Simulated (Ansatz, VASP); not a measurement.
# LaCoPO: VASP beside Ansatz, part 2 of 3

Aim: how closely do two programs agree when they are given the same cell, functional and k mesh? The cell is taken from a series of VASP runs on this material, whose earlier steps may have relaxed, scaled or displaced it; both programs get it as it stands.

VASP 6.6.1 and Ansatz 0.2.0.

So far: Starting point; Ansatz: relaxation of cell and atoms, LDA, DFT+U.

### Step 3. VASP: relaxation of cell and atoms, LDA, DFT+U

Level of this step: LDA, DFT+U (Co d 5 eV), spin-polarised from a ferromagnetic start; plane waves and PAW (La, Co, P, O) (VASP).

The same cell, functional (in two slightly different forms), mesh and smearing now go to VASP, with its own data sets and cutoff.

Lines of VASP's logs that name or quote its potential files are left out, and so is its time.

The input, INCAR:

```
SYSTEM = LaCoPO
PREC = Accurate
ENCUT = 520
EDIFF = 1E-06
NELM = 150
ISMEAR = 0
SIGMA = 0.05
LREAL = .FALSE.
ALGO = Normal
GGA = CA
NBANDS = 46
ISPIN = 2
MAGMOM = 0 0 2 2 0 0 0 0
LDAU = .TRUE.
LDAUTYPE = 2
LDAUL = -1 2 -1 -1
LDAUU = 0 5 0 0
LDAUJ = 0 0 0 0
LDAUPRINT = 1
LASPH = .TRUE.
LMAXMIX = 6
AMIX = 0.2
BMIX = 1E-04
AMIX_MAG = 0.8
BMIX_MAG = 1E-04
LORBIT = 11
LWAVE = .FALSE.
LCHARG = .FALSE.
KPAR = 4
IBRION = 2
NSW = 60
ISIF = 3
EDIFFG = -0.01
```

The input, POSCAR:

```
LaCoPO
1.0
    3.9084862103      0.0000000000      0.0000000000
    0.0000000000      3.9084862103      0.0000000000
    0.0000000000      0.0000000000      8.0129748136
La Co P O
2 2 2 2
Direct
    0.0000000000      0.5000000000      0.8438019325
    0.5000000000      0.0000000000      0.1561980675
    0.5000000000      0.5000000000      0.5000000000
    0.0000000000      0.0000000000      0.5000000000
    0.5000000000      0.0000000000      0.6157386906
    0.0000000000      0.5000000000      0.3842613094
    0.0000000000      0.0000000000      0.0000000000
    0.5000000000      0.5000000000      0.0000000000
```

The input, KPOINTS:

```
Automatic mesh
0
Gamma
6 6 3
0 0 0
```

Potentials, in the order of the species: La, Co, P and O (LDA family, release 64).

Run with:

```bash
$ mpirun -np 4 vasp_std
```

Numbers of over 12 decimals in the logs are rounded to 6 here.

Output:

```text
[banner, memory and clock lines left out]
running    4 mpi-ranks, on    1 nodes
 distrk:  each k-point on    1 cores,    4 groups
 distr:  one band on    1 cores,    1 groups

 POSCAR found type information on POSCAR LaCoP O
 POSCAR found :  4 types and       8 ions
 LDA part: xc-table for (Slater(with rela. corr.)+CA(PZ))
 , standard interpolation
 POSCAR, INCAR and KPOINTS ok, starting setup
 FFT: planning ... GRIDC
 FFT: planning ... GRID_SOFT
 FFT: planning ... GRID
 WAVECAR not read
 entering main loop
       N       E                     dE             d eps       ncg     rms          rms(c)
DAV:   1     0.647553231044E+03    0.64755E+03   -0.23082E+04  3822   0.202E+03
DAV:   2     0.116654530944E+03   -0.53090E+03   -0.46711E+03  3936   0.367E+02
DAV:   3    -0.432141313452E+02   -0.15987E+03   -0.14709E+03  4956   0.195E+02
DAV:   4    -0.650018388904E+02   -0.21788E+02   -0.20753E+02  6402   0.802E+01
DAV:   5    -0.664324198967E+02   -0.14306E+01   -0.14203E+01  6654   0.217E+01    0.274E+01
DAV:   6    -0.622064586733E+02    0.42260E+01   -0.90480E+01  6544   0.709E+01    0.242E+01
DAV:   7    -0.587777039518E+02    0.34288E+01   -0.22265E+01  6016   0.531E+01    0.118E+01
DAV:   8    -0.593670778297E+02   -0.58937E+00   -0.91175E+00  6864   0.165E+01    0.847E+00
DAV:   9    -0.593092427609E+02    0.57835E-01   -0.15183E+00  6184   0.115E+01    0.380E+00
DAV:  10    -0.593300758478E+02   -0.20833E-01   -0.31419E-01  6432   0.378E+00    0.210E+00
DAV:  11    -0.593408637911E+02   -0.10788E-01   -0.15102E-01  6512   0.302E+00    0.662E-01
DAV:  12    -0.593425540836E+02   -0.16903E-02   -0.24687E-02  6584   0.118E+00    0.419E-01
DAV:  13    -0.593453786004E+02   -0.28245E-02   -0.87669E-03  6440   0.639E-01    0.244E-01
DAV:  14    -0.593463152553E+02   -0.93665E-03   -0.29632E-03  6256   0.366E-01    0.157E-01
DAV:  15    -0.593468822893E+02   -0.56703E-03   -0.11550E-03  6480   0.291E-01    0.980E-02
DAV:  16    -0.593470438264E+02   -0.16154E-03   -0.71010E-04  6520   0.190E-01    0.433E-02
DAV:  17    -0.593470761818E+02   -0.32355E-04   -0.17710E-04  6480   0.109E-01    0.271E-02
DAV:  18    -0.593470900975E+02   -0.13916E-04   -0.39233E-05  6576   0.438E-02    0.161E-02
DAV:  19    -0.593470991098E+02   -0.90123E-05   -0.20226E-05  6696   0.341E-02    0.102E-02
DAV:  20    -0.593471016650E+02   -0.25552E-05   -0.41748E-06  4208   0.154E-02    0.457E-03
DAV:  21    -0.593471022088E+02   -0.54376E-06   -0.31971E-06  3904   0.120E-02
   1 F= -.59347102E+02 E0= -.59346549E+02  d E =-.593471E+02  mag=     1.3916
 curvature:   0.00 expect dE= 0.000E+00 dE for cont linesearch  0.000E+00
 trial: gam= 0.00000 g(F)=  0.521E-05 g(S)=  0.633E-07 ort = 0.000E+00 (trialstep = 0.100E+01)
 search vector abs. value=  0.527E-05
 reached required accuracy - stopping structural energy minimisation
```

Parts of OUTCAR (step 3):

```text
ion  position               nearest neighbor table
   1  0.000  0.500  0.844-   7 2.32   8 2.32   7 2.32   8 2.32   5 3.31   5 3.31   5 3.31   5 3.31
                             3 3.38   4 3.38   4 3.38   3 3.38
   2  0.500  0.000  0.156-   7 2.32   8 2.32   8 2.32   7 2.32   6 3.31   6 3.31   6 3.31   6 3.31
                             4 3.38   3 3.38   4 3.38   3 3.38
   3  0.500  0.500  0.500-   5 2.16   6 2.16   5 2.16   6 2.16   4 2.76   4 2.76   4 2.76   4 2.76
                             1 3.38   2 3.38   2 3.38   1 3.38
   4  0.000  0.000  0.500-   5 2.16   6 2.16   6 2.16   5 2.16   3 2.76   3 2.76   3 2.76   3 2.76
                             2 3.38   1 3.38   2 3.38   1 3.38
   5  0.500  0.000  0.616-   3 2.16   4 2.16   3 2.16   4 2.16   1 3.31   1 3.31   1 3.31   1 3.31

  LATTYP: Found a simple tetragonal cell.
 ALAT       =     3.9084862103
 C/A-ratio  =     2.0501479044

 Subroutine GETGRP returns: Found 16 space group operations
 (whereof  8 operations were pure point group operations)

The static configuration has the point symmetry D_2d.
 The point group associated with its full space group is D_4h.

 Found     20 irreducible k-points:

   k-points           NKPTS =     20   k-points in BZ     NKDIM =     20   number of bands    NBANDS=     46

   dimension x,y,z NGX =    30 NGY =   30 NGZ =   60
   dimension x,y,z NGXF=    60 NGYF=   60 NGZF=  120

   ENCUT  =  520.0 eV  38.22 Ry    6.18 a.u.   7.27  7.27 14.90*2*pi/ulx,y,z

   NELECT =      62.0000    total number of electrons

 k-points in reciprocal lattice and weights: Automatic mesh
   0.00000000  0.00000000  0.00000000       0.009
   0.16666667  0.00000000  0.00000000       0.037
   0.33333333  0.00000000  0.00000000       0.037
   0.50000000  0.00000000  0.00000000       0.019
   0.16666667  0.16666667  0.00000000       0.037
   0.33333333  0.16666667  0.00000000       0.074
   0.50000000  0.16666667  0.00000000       0.037
   0.33333333  0.33333333  0.00000000       0.037
   0.50000000  0.33333333  0.00000000       0.037
[...]
0.50000000  0.33333333  0.33333333       0.074
   0.50000000  0.50000000  0.33333333       0.019

atom =   3  type =  2  l = 2

 onsite density matrix

spin component  1

  0.9348  0.0000 -0.0000  0.0000 -0.0000
  0.0000  0.8477 -0.0000 -0.0000 -0.0000
 -0.0000 -0.0000  0.8651  0.0000 -0.0000
  0.0000 -0.0000  0.0000  0.8477 -0.0000
 -0.0000 -0.0000 -0.0000 -0.0000  0.7913

spin component  2

  0.3256 -0.0000 -0.0000 -0.0000 -0.0000
 -0.0000  0.8208  0.0000 -0.0000  0.0000
 -0.0000  0.0000  0.8028 -0.0000 -0.0000
 -0.0000 -0.0000 -0.0000  0.8208 -0.0000
 -0.0000  0.0000 -0.0000 -0.0000  0.7590

 occupancies and eigenvectors

  o =  0.3256  v =  0.0000  0.0000  0.0000  0.0000  0.0000  1.0000  0.0000  0.0000  0.0000  0.0000      0.0000  0.0000  0.0000  0.0000  0.0000  0.0000  0.0000  0.0000  0.0000  0.0000
  o =  0.7590  v =  0.0000  0.0000  0.0000  0.0000  0.0000  0.0000  0.0000 -0.0000  0.0000 -1.0000      0.0000  0.0000  0.0000  0.0000  0.0000  0.0000  0.0000  0.0000  0.0000  0.0000
  o =  0.7913  v =  0.0000 -0.0000 -0.0000 -0.0000  1.0000  0.0000  0.0000  0.0000  0.0000  0.0000      0.0000  0.0000  0.0000  0.0000  0.0000  0.0000  0.0000  0.0000  0.0000  0.0000
  o =  0.8028  v =  0.0000  0.0000  0.0000  0.0000  0.0000  0.0000 -0.0000  1.0000 -0.0000 -0.0000      0.0000  0.0000  0.0000  0.0000  0.0000  0.0000  0.0000  0.0000  0.0000  0.0000
  o =  0.8208  v =  0.0000  0.0000  0.0000  0.0000  0.0000  0.0000  0.0121  0.0000  0.9999  0.0000      0.0000  0.0000  0.0000  0.0000  0.0000  0.0000  0.0000  0.0000  0.0000  0.0000
  o =  0.8208  v =  0.0000  0.0000  0.0000  0.0000  0.0000  0.0000 -0.9999 -0.0000  0.0121 -0.0000      0.0000  0.0000  0.0000  0.0000  0.0000  0.0000  0.0000  0.0000  0.0000  0.0000
  o =  0.8477  v =  0.0000  0.9998  0.0000  0.0177  0.0000  0.0000  0.0000  0.0000  0.0000  0.0000      0.0000  0.0000  0.0000  0.0000  0.0000  0.0000  0.0000  0.0000  0.0000  0.0000
  o =  0.8477  v =  0.0000  0.0177  0.0000 -0.9998 -0.0000  0.0000  0.0000  0.0000  0.0000  0.0000      0.0000  0.0000  0.0000  0.0000  0.0000  0.0000  0.0000  0.0000  0.0000  0.0000
  o =  0.8651  v =  0.0000 -0.0000  1.0000  0.0000  0.0000  0.0000  0.0000  0.0000  0.0000  0.0000      0.0000  0.0000  0.0000  0.0000  0.0000  0.0000  0.0000  0.0000  0.0000  0.0000
  o =  0.9348  v =  1.0000  0.0000  0.0000  0.0000  0.0000  0.0000  0.0000  0.0000  0.0000  0.0000      0.0000  0.0000  0.0000  0.0000  0.0000  0.0000  0.0000  0.0000  0.0000  0.0000

atom =   4  type =  2  l = 2

[...]
o =  0.8208  v =  0.0000  0.0000  0.0000  0.0000  0.0000  0.0000  0.0000 -0.0000  1.0000  0.0000      0.0000  0.0000  0.0000  0.0000  0.0000  0.0000  0.0000  0.0000  0.0000  0.0000
  o =  0.8208  v =  0.0000  0.0000  0.0000  0.0000  0.0000  0.0000 -1.0000  0.0000  0.0000 -0.0000      0.0000  0.0000  0.0000  0.0000  0.0000  0.0000  0.0000  0.0000  0.0000  0.0000
  o =  0.8477  v =  0.0000 -0.0736 -0.0000  0.9973  0.0000  0.0000  0.0000  0.0000  0.0000  0.0000      0.0000  0.0000  0.0000  0.0000  0.0000  0.0000  0.0000  0.0000  0.0000  0.0000
  o =  0.8477  v =  0.0000  0.9973  0.0000  0.0736 -0.0000  0.0000  0.0000  0.0000  0.0000  0.0000      0.0000  0.0000  0.0000  0.0000  0.0000  0.0000  0.0000  0.0000  0.0000  0.0000
  o =  0.8651  v =  0.0000 -0.0000  1.0000  0.0000 -0.0000  0.0000  0.0000  0.0000  0.0000  0.0000      0.0000  0.0000  0.0000  0.0000  0.0000  0.0000  0.0000  0.0000  0.0000  0.0000
  o =  0.9348  v =  1.0000  0.0000  0.0000  0.0000  0.0000  0.0000  0.0000  0.0000  0.0000  0.0000      0.0000  0.0000  0.0000  0.0000  0.0000  0.0000  0.0000  0.0000  0.0000  0.0000

 average (electrostatic) potential at core
       1 -93.8025       2 -93.8025       3 -78.3957       4 -78.3957       5 -80.7907
       6 -80.7907       7 -67.2399       8 -67.2399

 E-fermi :   8.7872

 spin component 1
 k-point     1 :       0.0000    0.0000    0.0000
  band No.  band energies     occupation
    ...
     27       6.4750      1.00000
     28       6.5859      1.00000
     29       7.5064      1.00000
     30       7.5064      1.00000
     31       8.0497      1.00000
     32      10.5663      0.00000
     33      10.7967      0.00000
     34      11.1320      0.00000
     35      11.2202      0.00000
     36      11.2202      0.00000
    ...

 k-point     2 :       0.1667    0.0000    0.0000
  band No.  band energies     occupation
    ...
     27       6.3254      1.00000
     28       6.5553      1.00000
     29       6.9994      1.00000
     30       7.8189      1.00000
     31       8.0832      1.00000
     32      10.1199      0.00000
     33      10.7383      0.00000
     34      10.8832      0.00000
     35      10.9351      0.00000
     36      11.6171      0.00000
    ...

 k-point     3 :       0.3333    0.0000    0.0000
  band No.  band energies     occupation
    ...
     27       6.2656      1.00000
     28       6.3461      1.00000
     29       6.8338      1.00000
     30       7.8462      1.00000
     31       8.5287      1.00000
     32       9.5187      0.00000
     33      10.1537      0.00000
     34      10.2579      0.00000
     35      11.2678      0.00000
     36      11.6080      0.00000
    ...

 k-point     4 :       0.5000    0.0000    0.0000
  band No.  band energies     occupation
    ...
     26       5.6766      1.00000
     27       6.1737      1.00000
     28       6.1737      1.00000
     29       7.2181      1.00000
     30       7.2181      1.00000
     31       9.3366      0.00000
     32       9.3366      0.00000
     33       9.8033      0.00000
     34       9.8033      0.00000
     35      11.4513      0.00000
    ...

 k-point     5 :       0.1667    0.1667    0.0000
  band No.  band energies     occupation
    ...
     27       6.3119      1.00000
     28       6.5758      1.00000
     29       6.9369      1.00000
     30       7.3911      1.00000
     31       8.0612      1.00000
     32       9.8755      0.00000
     33       9.9312      0.00000
     34      10.3922      0.00000
     35      11.4036      0.00000
     36      11.7171      0.00000
    ...

 k-point     6 :       0.3333    0.1667    0.0000
  band No.  band energies     occupation
    ...
     27       6.3143      1.00000
     28       6.4741      1.00000
     29       6.7001      1.00000
     30       7.7470      1.00000
     31       7.8330      1.00000
     32       9.1950      0.00000
     33       9.2786      0.00000
     34       9.7990      0.00000
     35      11.6410      0.00000
     36      11.9542      0.00000
    ...

  Total        0.0008864      0.0008864     -0.0029888      0.0000000      0.0000000     -0.0000000
  in kB        0.0116020      0.0116020     -0.0391200      0.0000000      0.0000000     -0.0000000
  external PRESSURE =      -0.0053054 kB  Pullay stress =       0.0000000 kB

  energy-cutoff  :      520.00
  volume of cell :      122.41
      direct lattice vectors                 reciprocal lattice vectors
     3.908486210  0.000000000  0.000000000     0.255853532  0.000000000  0.000000000
     0.000000000  3.908486210  0.000000000     0.000000000  0.255853532  0.000000000
     0.000000000  0.000000000  8.012974814     0.000000000  0.000000000  0.124797597

 POSITION                                       TOTAL-FORCE (eV/Angst)
 -----------------------------------------------------------------------------------
      0.00000      1.95424      6.76136        -0.000000      0.000000     -0.006838
      1.95424      0.00000      1.25161        -0.000000      0.000000      0.006838
      1.95424      1.95424      4.00649         0.000000     -0.000000      0.000000
      0.00000      0.00000      4.00649        -0.000000      0.000000      0.000000
      1.95424      0.00000      4.93390         0.000000     -0.000000      0.002685
      0.00000      1.95424      3.07908        -0.000000      0.000000     -0.002685
      0.00000      0.00000      0.00000        -0.000000      0.000000      0.000000
      1.95424      1.95424      0.00000        -0.000000     -0.000000      0.000000
 -----------------------------------------------------------------------------------
    total drift:                                0.000000      0.000000     -0.000000

  FREE ENERGIE OF THE ION-ELECTRON SYSTEM (eV)
  ---------------------------------------------------
  free  energy   TOTEN  =       -59.3471022088 eV

  energy  without entropy=      -59.3459956872  energy(sigma->0) =      -59.34654895

 reached required accuracy - stopping structural energy minimisation

 total charge
# of ion       s       p       d       f       tot
--------------------------------------------------
    1        2.040   5.675   0.736   0.272   8.724
    2        2.040   5.675   0.736   0.272   8.724
    3        0.478   0.585   7.772   0.000   8.835
    4        0.478   0.585   7.772   0.000   8.835
    5        1.037   1.479   0.000   0.000   2.516
    6        1.037   1.479   0.000   0.000   2.516
    7        1.564   3.471   0.000   0.000   5.035
    8        1.564   3.471   0.000   0.000   5.035
--------------------------------------------------
tot         10.238  22.420  17.016   0.545  50.219

 magnetization (x)
# of ion       s       p       d       f       tot
--------------------------------------------------
    1       -0.001   0.000  -0.000  -0.002  -0.003
    2       -0.001   0.000  -0.000  -0.002  -0.003
    3        0.011  -0.005   0.758   0.000   0.764
    4        0.011  -0.005   0.758   0.000   0.764
    5       -0.000  -0.012   0.000   0.000  -0.012
    6       -0.000  -0.012   0.000   0.000  -0.012
    7       -0.000  -0.001   0.000   0.000  -0.001
    8       -0.000  -0.001   0.000   0.000  -0.001
--------------------------------------------------
tot          0.020  -0.036   1.515  -0.004   1.495

[... 6 further parts left out ...]
```

### Step 4. Comparison

Known differences besides the potentials themselves: U acts on the PAW sphere in VASP and on atomic orbitals in Ansatz, so only states and trends compare; the two LDA forms differ slightly; both relaxations stop at a tolerance, which leaves soft axes loose, and VASP keeps its plane-wave basis; the data sets hold 78 valence electrons in Ansatz (default PAW (the set named soft_2) files) and 62 in VASP; the cutoff is 420 eV in Ansatz and 520 eV in VASP; VASP's log shows a relativistic correction to its local exchange, Ansatz's none; Ansatz adds a Pulay correction to the stress that steers its cell, VASP none; site moments are counted in spheres of each program's own size. Total energies have different zeros and are not compared.

Compared:

| quantity | Ansatz | VASP | difference |
| --- | --- | --- | --- |
| volume (Å³) | 124.40 | 122.41 | +1.63 % |
| edge a after relaxation, in the typed setting (Å) | 3.938 | 3.909 | +0.74 % |
| edge c after relaxation, in the typed setting (Å) | 8.024 | 8.013 | +0.13 % |
| total moment (μB) | 1.39 | 1.39 | 0.00 |
| moment on Co3 (μB) | 0.75 | 0.76 | -0.02 |
| moment on Co4 (μB) | 0.75 | 0.76 | -0.02 |

The walks stopped with 0.00 GPa left in Ansatz and 0.00 GPa in VASP; each walk ends within a tolerance, so the volume difference is uncertain by about these residues over the bulk modulus, most in soft cells.

### Step 5. VASP: single point, LDA, DFT+U

A single point gives forces, pressure and levels at one fixed geometry, so differences don't come from the geometry; what else differs is listed under the comparison.

INCAR, as its differences from that of step 3:

```diff
@@ -27,7 +27,5 @@
 LWAVE = .FALSE.
-LCHARG = .FALSE.
-KPAR = 4
-IBRION = 2
-NSW = 60
-ISIF = 3
-EDIFFG = -0.01
+LCHARG = .TRUE.
+ISIF = 2
+LELF = .TRUE.
+LVHAR = .TRUE.
```

POSCAR is that of step 3.

KPOINTS is that of step 3.

Run with:

```bash
$ mpirun -np 4 vasp_std
```

Output:

```text
[banner, memory and clock lines left out]
running    4 mpi-ranks, on    1 nodes
[...]
LDA part: xc-table for (Slater(with rela. corr.)+CA(PZ))
 , standard interpolation
|                                                                             |
|           W    W    AA    RRRRR   N    N  II  N    N   GGGG   !!!           |
|           W    W   A  A   R    R  NN   N  II  NN   N  G    G  !!!           |
|           W    W  A    A  R    R  N N  N  II  N N  N  G       !!!           |
|           W WW W  AAAAAA  RRRRR   N  N N  II  N  N N  G  GGG   !            |
|           WW  WW  A    A  R   R   N   NN  II  N   NN  G    G                |
|           W    W  A    A  R    R  N    N  II  N    N   GGGG   !!!           |
|                                                                             |
|     The number of bands has been changed from the values supplied in        |
|     The orbitals not found in the WAVECAR file will be initialized with     |
|     random numbers, which is usually adequate. For correlated               |
|     calculations, however, you should redo the groundstate calculation.     |
|     I found NBANDS = 46. Now, NBANDS = 48.                                  |
|                                                                             |

 POSCAR, INCAR and KPOINTS ok, starting setup
[...]
entering main loop
       N       E                     dE             d eps       ncg     rms          rms(c)
DAV:   1     0.637152560611E+03    0.63715E+03   -0.22969E+04  4120   0.193E+03
DAV:   2     0.102131215061E+03   -0.53502E+03   -0.46277E+03  4112   0.356E+02
DAV:   3    -0.478876114712E+02   -0.15002E+03   -0.13762E+03  5048   0.188E+02
DAV:   4    -0.653519071769E+02   -0.17464E+02   -0.16829E+02  6672   0.695E+01
[...]
DAV:  19    -0.593470998792E+02   -0.76566E-05   -0.12320E-05  6424   0.273E-02    0.904E-03
DAV:  20    -0.593471016251E+02   -0.17459E-05   -0.34998E-06  3904   0.143E-02    0.406E-03
DAV:  21    -0.593471021648E+02   -0.53975E-06   -0.16964E-06  3240   0.101E-02
   1 F= -.59347102E+02 E0= -.59346549E+02  d E =-.110662E-02  mag=     1.3916
```

From OUTCAR (step 5):

```text
  Total        0.0016381      0.0016381     -0.0031362      0.0000000      0.0000000      0.0000000
  in kB        0.0214408      0.0214408     -0.0410490      0.0000000      0.0000000      0.0000000
  external PRESSURE =       0.0006109 kB  Pullay stress =       0.0000000 kB

 POSITION                                       TOTAL-FORCE (eV/Angst)
 -----------------------------------------------------------------------------------
      0.00000      1.95424      6.76136        -0.000000     -0.000000     -0.006779
      1.95424      0.00000      1.25161        -0.000000      0.000000      0.006779
      1.95424      1.95424      4.00649        -0.000000      0.000000      0.000000
      0.00000      0.00000      4.00649         0.000000     -0.000000      0.000000
      1.95424      0.00000      4.93390        -0.000000     -0.000000      0.002925
      0.00000      1.95424      3.07908        -0.000000      0.000000     -0.002925
      0.00000      0.00000      0.00000        -0.000000     -0.000000      0.000000
      1.95424      1.95424      0.00000        -0.000000      0.000000      0.000000
 -----------------------------------------------------------------------------------
    total drift:                                0.000000      0.000000     -0.000000

  FREE ENERGIE OF THE ION-ELECTRON SYSTEM (eV)
  ---------------------------------------------------
  free  energy   TOTEN  =       -59.3471021648 eV

  energy  without entropy=      -59.3459955439  energy(sigma->0) =      -59.34654885

[... 2 parts as in an earlier step ...]

[... 2 further parts left out ...]
[key lines of the parts left out:]
E-fermi :   8.7872
```

With spin, VASP writes an ELF for each channel.

[end of part 2 of 3]

[Lines on the potential files, build, host, timing and source positions are cut from VASP's logs without a mark.]

[Logs are printed without paths, hosts, clocks, repeated set-up lines and the standing remarks that a program may print on its own settings, such as how far it seeks lower states.]

[Hosts, paths, dates, database ids (printed as entryN), source tags and the programs' standing remarks are cut or masked in the printed files.]
